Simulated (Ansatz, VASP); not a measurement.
# Ga2O3 in two plane-wave programs, part 2 of 2

Aim: how closely do two programs agree when they are given the same cell, functional and k mesh? The cell is taken from a series of runs on this material, whose earlier steps may have relaxed, scaled, displaced or heated it; both programs get it as it stands.

VASP 6.6.1 and Ansatz 0.2.0.

So far: The starting structure; VASP: G0W0 gap, r2SCAN.

## (3) Ansatz: G0W0 gap, r2SCAN

Level of this step: Ansatz beside VASP: Kohn-Sham DFT, plane waves, r2SCAN (Ansatz).

Ansatz runs on its default PAW (the set named soft_2) files.

The same cell, functional and mesh now go to Ansatz, which takes its cutoff from its data sets.

input.yaml reads:

```yaml
crystal:
  lattice:
    - [2.4986991939, 1.4426246522, 4.4835497685]
    - [-2.4986991939, 1.4426246522, 4.4835497685]
    - [0.0, -2.8852493044, 4.4835497685]
  atoms:
    - { symbol: Ga, position: [0.85558558, 0.85558558, 0.85558558] }
    - { symbol: Ga, position: [0.64441442, 0.64441442, 0.64441442] }
    - { symbol: Ga, position: [0.14441442, 0.14441442, 0.14441442] }
    - { symbol: Ga, position: [0.35558558, 0.35558558, 0.35558558] }
    - { symbol: O, position: [0.75, 0.44683282, 0.05316718] }
    - { symbol: O, position: [0.44683282, 0.05316718, 0.75] }
    - { symbol: O, position: [0.05316718, 0.75, 0.44683282] }
    - { symbol: O, position: [0.25, 0.55316718, 0.94683282] }
    - { symbol: O, position: [0.94683282, 0.25, 0.55316718] }
    - { symbol: O, position: [0.55316718, 0.94683282, 0.25] }
kpoints:
  mp_grid: { grid: [4, 4, 4] }
hamiltonian:
  xc: r2scan
scf:
  occupations: { method: fixed }
gw:
  n_empty_bands: 207
  ecut_chi: 96
  qp_bands: [v3, c3]
  qp_kpoints: band_edges
  screening: { model: contour_deformation }
```

Started as:

```
ansatz run input.yaml --threads 3 --pin off --max-ram 92160MiB --backend cuda --devices 1 --max-vram 13GiB --events-out ev --progress --plain --runs-dir out
```

Numbers of over 12 decimals in the logs are rounded to 6 here.

The log of the run:

```text
GPUs: using 1 of 1 available (devices: 1).
Engine: ansatz 0.2.0, x86_64-unknown-linux-gnu
Pseudopotentials: kind: paw
Pseudopotential: Ga, paw, valence charge 13, recommended cutoff 500 eV (meta_gga), Ga.paw.azcp
Pseudopotential: O, paw, valence charge 6, recommended cutoff 500 eV (meta_gga), O.paw.azcp
Functional definition: r2SCAN
  parameter k0 = 0.174
  parameter k1 = 0.065
  parameter a1 = 4.9479
  exchange = r2scan_x(k0 = k0, k1 = k1, a1 = a1)
  correlation = r2scan_c
device memory: the entry about to start is reckoned to put 3.0 GiB on a device that reports 50.0 GiB free (of which the cap on the GPU budget leaves the run 13.0 GiB)
GPU FFT provider: cuFFT
GPU libraries: cuBLAS 13.8.2, cuFFT 12.4.0, cuSOLVER 12.3.4
Crystal: 10 atoms, lattice volume = 96.971 Å³
Basis set: ecut = 500 eV, 2429 PW (Γ), exchange–correlation on 160×160×160 points (64 copies of the dense FFT grid, shifted against one another)
Bands: 54, of which v1, the nominal top of the filled ones, is band 44 counted from 1 (43 counted from 0)
Symmetry: 12 space group operations
Space group: R-3c (ITA 167), of the structure as read, at distance tolerance 4.6e-5 Å
k-points: 13 of 64
Non-local potential: Ga, projectors of the file, l = 0: 2, l = 1: 2, l = 2: 3, l = 3: 1
Non-local potential: O, projectors of the file, l = 0: 2, l = 1: 2, l = 2: 1
PAW form: soft (Blöchl's): semilocal exchange-correlation on the pseudo side does not see the compensation charge
PAW frozen core: Ga, regenerated for the run's functional (the file was generated under x = pbe(κ = 0.804, μ = 0.219515), c = pbe(β = 0.066725))
PAW frozen core: O, regenerated for the run's functional (the file was generated under x = pbe(κ = 0.804, μ = 0.219515), c = pbe(β = 0.066725))
PAW one-centre angular grid: Ga, 590 points (default); XC on 160 Gauss nodes
PAW one-centre angular grid: O, 302 points (default); XC on 160 Gauss nodes
Initial density: superposition of atomic densities (neutral atoms: chi_scale 0, normalization atom), corrected by the library's trained network
Initial wavefunctions: pseudopotential atomic-orbital guess
GPU buffer pool allocated for 64000 grid points (all kernels)
GPU transforms: local potential and band sums: pruned to the plane-wave sphere, on 40×40×40
Functional: x = r2scan, c = r2scan; τ floored in thin density (d = 2e-4 eV/Å³)
SCF iter   1: F=—  HF=-18577.463277 eV  |F-HF|=—  |Δ(HF+E_count)|=         —  Δρ=1.46e-2  dr2=9.19e-2  dr2_τ=3.84e-1  ethr=1.77e-3  ⟨swp⟩=5.0  Hψ=2244  notcnv=0  defer=103
preconditioner: auto → Resta (q_TF=auto, 2.685 Å⁻¹)  ε∞=4.3  [insulator: Δε(μ)=3.510 eV  Ē_g=19.359 eV  n_scr=26 (ndim 8)  ℏωp=35.4 eV  f_vac=0.016  ε∞_Penn≈4.3]
SCF iter   2: F=—  HF=-18577.661706 eV  |F-HF|=—  |Δ(HF+E_count)|=   1.98e-1  Δρ=7.46e-3  dr2=3.03e-2  dr2_τ=1.04e-3  ethr=1.04e-4  ⟨swp⟩=2.1  Hψ=1419  notcnv=0  defer=104
SCF iter   3: F=—  HF=-18577.661378 eV  |F-HF|=—  |Δ(HF+E_count)|=   3.28e-4  Δρ=3.78e-3  dr2=4.49e-3  dr2_τ=6.52e-4  ethr=3.45e-5  ⟨swp⟩=3.0  Hψ=1232  notcnv=0  defer=104
SCF iter   4: F=—  HF=-18577.660755 eV  |F-HF|=—  |Δ(HF+E_count)|=   6.22e-4  Δρ=5.98e-4  dr2=1.82e-4  dr2_τ=5.96e-5  ethr=5.10e-6  ⟨swp⟩=2.0  Hψ=1168  notcnv=0  defer=104
SCF iter   5: F=—  HF=-18577.660821 eV  |F-HF|=—  |Δ(HF+E_count)|=   6.57e-5  Δρ=1.44e-4  dr2=9.79e-6  dr2_τ=1.48e-6  ethr=2.07e-7  ⟨swp⟩=2.0  Hψ=1220  notcnv=0  defer=69
SCF iter   6: F=—  HF=-18577.660834 eV  |F-HF|=—  |Δ(HF+E_count)|=   1.28e-5  Δρ=1.54e-5  dr2=2.14e-7  dr2_τ=1.34e-8  ethr=1.11e-8  ⟨swp⟩=2.0  Hψ=1220  notcnv=0  defer=56
SCF iter   7: F=-18577.660834 eV  HF=-18577.660834 eV  |F-HF|=2.40e-9  |Δ(HF+E_count)|=   1.14e-7  Δρ=4.84e-6  dr2=2.25e-8  dr2_τ=6.77e-10  ethr=1.14e-10  ⟨swp⟩=10.5  Hψ=2654  notcnv=0
SCF 1 converged in 7 iterations: F = -18577.660834 eV  dr2 = 2.25e-8
  greatest PAW one-centre occupation: 0.997 electrons in one spin orbital (limit 2), on the Ga atom at site 2 (counted from 0), in its partial waves of l = 2
device memory: the entry about to start is reckoned to put 3.6 GiB (of the 3.7 GiB reckoned in all, the device holds 0.1 GiB already) on a device that reports 47.8 GiB free (of which the cap on the GPU budget leaves the run 13.0 GiB)
NSCF: frozen V_eff on 13 k-points
the band table was solved once the SCF had ended and its energy, with any forces and stress, was formed, with the checks that follow a solve (2551 applications of the Hamiltonian). They found nothing against the state; the energy, forces and stress were not computed again (output.eigenvalues in the input reference)
device memory: the entry about to start is reckoned to put 2.6 GiB on a device that reports 48.1 GiB free (of which the cap on the GPU budget leaves the run 13.0 GiB)
NSCF: frozen V_eff on 13 k-points
G₀W₀ screening: q 1/13
[... further progress lines ...]
device memory: the entry about to start is reckoned to put 0.8 GiB on a device that reports 61.5 GiB free (of which the cap on the GPU budget leaves the run 13.0 GiB)
[...]
k-point 1: bands = [... 40 lower, 8.0937, 8.1746, 8.5224, 8.6737, 13.7548, 16.0146, 16.8304, 17.6834, ... 6 higher]
  k-point 2: bands = [... 40 lower, 7.7261, 7.7261, 8.5611, 8.5611, 15.8887, 15.8887, 16.2112, 16.2112, ... 6 higher]
  k-point 12: bands = [... 40 lower, 8.4136, 8.4136, 8.4136, 8.4136, 15.2943, 15.2943, 17.4189, 17.4189, ... 6 higher]
--- G₀W₀: contour deformation, 6 samples at zero and on the imaginary axis and 2 off it, 64 q-points, 207 empty bands' worth ---
  eigenvalues of the whole cell's RPA ε∞ on this k-mesh (on a slab, of 1 + 4πα/V) = 3.7314, 3.8598, 3.8598; static W/v taken at q = 0 is 0.261870
  bands read: the sum over 251 bands ends inside a degenerate multiplet in 4 slots, whose members it reads at an even weight; the widest, k=12: bands 251 to 254 (counted from 1) at 1/4 each
  gw.qp_kpoints: band_edges: 13 of 13 stored k-points solved, in 1 pass; an edge of the gap read off the rows below is read off those points alone
    ik  band        ε_KS         Σx   Σc(E_QP)       V_xc       Z   E_QP_lin       E_QP  E_QP is
     0    42      8.4063   -26.6028     4.4711   -21.8043  0.7884     8.0779     8.0789  root
     0    43      8.4618   -27.0779     4.6056   -22.1039  0.7874     8.0921     8.0934  root
     0    44      8.4618   -27.0779     4.6056   -22.1039  0.7874     8.0921     8.0934  root
     0    45     12.1980   -12.8967    -3.5768   -17.4366  0.8449    13.1659    13.1611  root
     0    46     16.1910   -12.6102    -4.2023   -18.2463  0.8282    17.6407    17.6247  root
     0    47     16.3235    -9.6097    -4.2737   -14.8849  0.8399    17.3324    17.3251  root
     1    42      8.1746   -26.7625     4.5496   -21.8108  0.7876     7.7709     7.7725  root
     1    43      8.5224   -27.2890     4.6620   -22.2322  0.7871     8.1260     8.1275  root
     1    44      8.6737   -27.6484     4.6742   -22.5888  0.7877     8.2868     8.2882  root
     1    45     13.7548   -14.0019    -3.4679   -18.6350  0.8331    14.9280    14.9200  root
     1    46     16.0146   -12.3641    -4.1636   -17.8901  0.8310    17.3907    17.3769  root
     1    47     16.8304   -11.6931    -4.3305   -17.3492  0.8266    18.1707    18.1559  root
     2    42      7.7261   -26.3473     4.7683   -21.0738  0.7825     7.2182     7.2209  root
     2    43      8.5611   -27.6361     4.6804   -22.5443  0.7877     8.1481     8.1497  root
     2    44      8.5611   -27.6361     4.6804   -22.5443  0.7877     8.1481     8.1497  root
     2    45     15.8887   -13.0364    -4.0920   -18.4659  0.8273    17.2400    17.2261  root
     2    46     15.8887   -13.0364    -4.0920   -18.4659  0.8273    17.2400    17.2261  root
     2    47     16.2112   -12.1325    -4.1863   -17.6246  0.8289    17.5304    17.5170  root
     3    42      8.1618   -27.4632     4.6887   -22.2989  0.7870     7.6840     7.6863  root
     3    43      8.4324   -27.0775     4.6609   -22.0145  0.7867     8.0286     8.0302  root
     3    44      8.4846   -27.9093     4.5666   -22.9512  0.7900     8.0916     8.0931  root
     3    45     14.0675   -14.1342    -3.4995   -18.8406  0.8311    15.2834    15.2744  root
     3    46     16.1128   -12.2821    -4.1968   -17.8362  0.8311    17.4839    17.4701  root
     3    47     16.9116   -11.8348    -4.3407   -17.5237  0.8249    18.2756    18.2599  root
[...]
11    46     16.2235   -13.0315    -4.1947   -18.6164  0.8256    17.6293    17.6137  root
    11    47     16.8025   -12.8892    -4.3169   -18.6351  0.8216    18.2495    18.2315  root
    12    42      8.4136   -27.6437     4.6169   -22.6202  0.7885     8.0055     8.0070  root
    12    43      8.4136   -27.6437     4.6169   -22.6202  0.7885     8.0055     8.0070  root
    12    44      8.4136   -27.6437     4.6169   -22.6202  0.7885     8.0055     8.0070  root
    12    45     15.2943   -13.2192    -3.8915   -18.3844  0.8283    16.5799    16.5680  root
    12    46     15.2943   -13.2192    -3.8915   -18.3844  0.8283    16.5799    16.5680  root
    12    47     17.4189   -11.1001    -4.5523   -16.9552  0.8298    18.7363    18.7217  root
```

In the SCF lines HF is the Harris–Foulkes energy and dr2 the Hartree energy of the density residual, in eV; the loop may stop once dr2 is under the threshold and the program's other checks hold. Hψ counts applications of the Hamiltonian.

## (4) Side by side

Known differences besides the potentials themselves: VASP keeps PBE cores, Ansatz makes them for the functional; fixed occupations in Ansatz, narrow Gaussian smearing in VASP; the cutoff is 500 eV in Ansatz and 440 eV in VASP; Ansatz integrates over frequency by contour deformation, VASP on a grid of NOMEGA points; Ansatz's G0W0 levels solve the quasiparticle equation, VASP's are linearised. Total energies have different zeros and are not compared.

The two programs side by side:

| quantity | Ansatz | VASP | difference |
| --- | --- | --- | --- |
| G0W0 gap on the mesh (eV) | 4.87 | 4.86 | +0.01 |
| Kohn-Sham gap under it (eV) | 3.52 | 3.49 | +0.03 |

## (5) Outcome

```yaml
difference_in_g0w0_gap_on_the_mesh_g0w0_gap_r2scan: 0.0084 eV
```

The difference in G0W0 gap on the mesh is 0.0084 eV (G0W0 gap, r2SCAN). Such differences can come from data sets, numerical settings and the points named under the comparisons, not from the functional's error against experiment.

[Lines on the potential files, build, host, timing and source positions are cut from VASP's logs without a mark.]

[Logs are printed without paths, hosts, clocks, repeated set-up lines and the standing remarks that a program may print on its own settings, such as how far it seeks lower states.]

[Hosts, paths, dates, database ids (printed as entryN), source tags and the programs' standing remarks are cut or masked in the printed files.]
